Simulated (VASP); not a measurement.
Computed with LDA (Ceperley-Alder, Perdew-Zunger), VASP's LDA PAW potentials (set 64) (plane waves; VASP 6.6.1).

VASP ran on this input.

**INCAR**
```
LMAXMIX  =  4
NELM  =  100   # most electronic steps
SYSTEM  =  GaN
LREAL  =  F
LCHARG  =  F
ALGO  =  Normal
ISMEAR  =  0
NSW  =  60
SIGMA  =  0.05
EDIFF  =  1E-6   # SCF stop (eV)
IBRION  =  2
ENCUT  =  520
LASPH  =  T   # aspherical one-centre terms
PREC  =  Accurate
LWAVE  =  F
ISIF  =  3
EDIFFG  =  -0.01
```

File POSCAR:
```
GaN
1
    0.0000000000     2.2320113091     2.2320113091
    2.2320113091    -0.0000000000     2.2320113091
    2.2320113091     2.2320113091     0.0000000000
Ga N
1 1
Direct
  0.0000000000   0.0000000000   0.0000000000
  0.2500000000   0.2500000000   0.2500000000
```

File KPOINTS:
```
kpoints
0
G
 9 9 9
0 0 0
```

POTCAR, in this order: Ga_d N (LDA.64 set). Program: vasp_std.

Output

### OSZICAR
```
       N       E                     dE             d eps       ncg     rms          rms(c)
DAV:   1     0.865019708223E+02    0.86502E+02   -0.98308E+03   971   0.253E+03
DAV:   2    -0.903293569759E+01   -0.95535E+02   -0.90354E+02  1025   0.358E+02
DAV:   3    -0.159076748229E+02   -0.68747E+01   -0.68301E+01  1040   0.869E+01
DAV:   4    -0.160103790392E+02   -0.10270E+00   -0.10260E+00  1075   0.111E+01
DAV:   5    -0.160116467521E+02   -0.12677E-02   -0.12677E-02  1000   0.119E+00    0.760E+00
DAV:   6    -0.139970284722E+02    0.20146E+01   -0.60272E+00  1333   0.506E+01    0.269E+00
DAV:   7    -0.139723950835E+02    0.24633E-01   -0.30447E-01   915   0.737E+00    0.169E+00
DAV:   8    -0.139481127020E+02    0.24282E-01   -0.80815E-02   988   0.383E+00    0.695E-01
DAV:   9    -0.139442474776E+02    0.38652E-02   -0.19217E-02  1293   0.336E+00    0.183E-01
DAV:  10    -0.139442388929E+02    0.85847E-05   -0.21626E-03  1203   0.793E-01    0.613E-02
DAV:  11    -0.139441864562E+02    0.52437E-04   -0.26180E-04  1354   0.321E-01    0.827E-03
DAV:  12    -0.139441879680E+02   -0.15118E-05   -0.19979E-05   955   0.651E-02    0.380E-03
DAV:  13    -0.139441879970E+02   -0.29024E-07   -0.75163E-07   532   0.978E-03
   1 F= -.13944188E+02 E0= -.13944188E+02  d E =-.139442E+02
```

**OUTCAR**
```
------------------------ aborting loop because EDIFF is reached ----------------------------------------
  FORCE on cell =-STRESS in cart. coord.  units (eV):
  Direction    XX          YY          ZZ          XY          YZ          ZX
  --------------------------------------------------------------------------------------
  Total       -0.0106040     -0.0106040     -0.0106040     -0.0000000     -0.0000000     -0.0000000
  in kB       -0.7639445     -0.7639445     -0.7639445     -0.0000000     -0.0000000     -0.0000000
  external PRESSURE =      -0.7639445 kB  Pullay stress =       0.0000000 kB
  volume of cell :       22.24
      direct lattice vectors                 reciprocal lattice vectors
     0.000000000  2.232011309  2.232011309    -0.224013202  0.224013202  0.224013202
     2.232011309  0.000000000  2.232011309     0.224013202 -0.224013202  0.224013202
     2.232011309  2.232011309  0.000000000     0.224013202  0.224013202 -0.224013202
  FREE ENERGIE OF THE ION-ELECTRON SYSTEM (eV)
  ---------------------------------------------------
  free  energy   TOTEN  =       -13.9441879970 eV

  energy  without entropy=      -13.9441879970  energy(sigma->0) =      -13.94418800

 reached required accuracy - stopping structural energy minimisation
```
(Selected blocks of OUTCAR.)

The compound is GaN in the zinc blende structure, a metastable form; wurtzite is the usual one. It was relaxed first. The start is the result of an earlier pass.
